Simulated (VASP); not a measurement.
These are PBE GGA, VASP's PBE PAW potentials (set 64) (plane waves; VASP 6.6.1) values and carry that method's errors.

VASP input:

INCAR:
```
ALGO  =  Normal
EDIFF  =  1E-6
EDIFFG  =  -0.02
ENCUT  =  620
GGA  =  PE
IBRION  =  2
ISIF  =  3
ISMEAR  =  0
LASPH  =  .TRUE.
LCHARG  =  .FALSE.
LMAXMIX  =  6
LREAL  =  .FALSE.
LWAVE  =  .FALSE.
NELM  =  100
NSW  =  40
PREC  =  Accurate
PSTRESS  =  300
SIGMA  =  0.05
SYSTEM  =  KTaO3
```

### KPOINTS
```
Automatic mesh
0
Gamma
6 6 6
0 0 0
```

POSCAR:
```
KTaO3
1
    3.8681095543    -0.0000000000    -0.0000000000
    0.0000000000     3.8681095543    -0.0000000000
    0.0000000000     0.0000000000     3.8681095543
K Ta O
1 1 3
Direct
  0.0000000000   0.0000000000   0.0000000000
  0.5000000000   0.5000000000   0.5000000000
  0.5000000000   0.0000000000   0.5000000000
  0.0000000000   0.5000000000   0.5000000000
  0.5000000000   0.5000000000   0.0000000000
```

POTCAR, in this order: K_sv Ta_pv O (PBE.64 set). Program: vasp_std.

Output

### OSZICAR
```
       N       E                     dE             d eps       ncg     rms          rms(c)
DAV:   1     0.387069859239E+03    0.38707E+03   -0.24157E+04   920   0.196E+03
DAV:   2    -0.270398651716E+02   -0.41411E+03   -0.40370E+03  1141   0.499E+02
DAV:   3    -0.481525690350E+02   -0.21113E+02   -0.21064E+02  1151   0.111E+02
DAV:   4    -0.487183289380E+02   -0.56576E+00   -0.56547E+00  1638   0.152E+01
DAV:   5    -0.487207729083E+02   -0.24440E-02   -0.24437E-02  1165   0.103E+00    0.432E+01
DAV:   6    -0.405519346294E+02    0.81688E+01   -0.39910E+01  1128   0.483E+01    0.178E+01
DAV:   7    -0.404781880835E+02    0.73747E-01   -0.16526E+00  1210   0.947E+00    0.108E+01
DAV:   8    -0.404402451883E+02    0.37943E-01   -0.23391E-01  1185   0.436E+00    0.124E+00
DAV:   9    -0.404359016128E+02    0.43436E-02   -0.27262E-02  1267   0.108E+00    0.179E-01
DAV:  10    -0.404360281476E+02   -0.12653E-03   -0.31023E-03  1236   0.517E-01    0.791E-02
DAV:  11    -0.404360431180E+02   -0.14970E-04   -0.45281E-04  1245   0.174E-01    0.396E-02
DAV:  12    -0.404360610877E+02   -0.17970E-04   -0.72807E-05  1331   0.681E-02    0.971E-03
DAV:  13    -0.404360611419E+02   -0.54225E-07   -0.44718E-06  1112   0.191E-02
   1 F= -.29599114E+02 E0= -.29599114E+02  d E =-.295991E+02
```

OUTCAR:
```
------------------------ aborting loop because EDIFF is reached ----------------------------------------
  FORCE on cell =-STRESS in cart. coord.  units (eV):
  Direction    XX          YY          ZZ          XY          YZ          ZX
  --------------------------------------------------------------------------------------
  Total       10.8385982     10.8385982     10.8385982     -0.0000000     -0.0000000      0.0000000
  in kB      300.0456951    300.0456951    300.0456951     -0.0000000     -0.0000000      0.0000000
  external PRESSURE =       0.0456951 kB  Pullay stress =     300.0000000 kB
  volume of cell :       57.88
      direct lattice vectors                 reciprocal lattice vectors
     3.868109554  0.000000000  0.000000000     0.258524219  0.000000000  0.000000000
     0.000000000  3.868109554  0.000000000     0.000000000  0.258524219  0.000000000
     0.000000000  0.000000000  3.868109554     0.000000000  0.000000000  0.258524219
 POSITION                                       TOTAL-FORCE (eV/Angst)
 -----------------------------------------------------------------------------------
      0.00000      0.00000      0.00000         0.000000      0.000000      0.000000
      1.93405      1.93405      1.93405         0.000000      0.000000      0.000000
      1.93405      0.00000      1.93405         0.000000      0.000000      0.000000
      0.00000      1.93405      1.93405         0.000000      0.000000      0.000000
      1.93405      1.93405      0.00000         0.000000      0.000000      0.000000
 -----------------------------------------------------------------------------------
    total drift:                                0.000000     -0.000000     -0.000000
  FREE ENERGIE OF THE ION-ELECTRON SYSTEM (eV)
  ---------------------------------------------------
  free  energy   TOTEN  =       -40.4360611419 eV

  energy  without entropy=      -40.4360611419  energy(sigma->0) =      -40.43606114
  enthalpy is  TOTEN    =       -29.5991136294 eV   P V=       10.8369475125

 reached required accuracy - stopping structural energy minimisation
```
(Selected blocks of OUTCAR.)

The compound is KTaO3 in the cubic perovskite structure. It was relaxed first under an external pressure of 30 GPa.
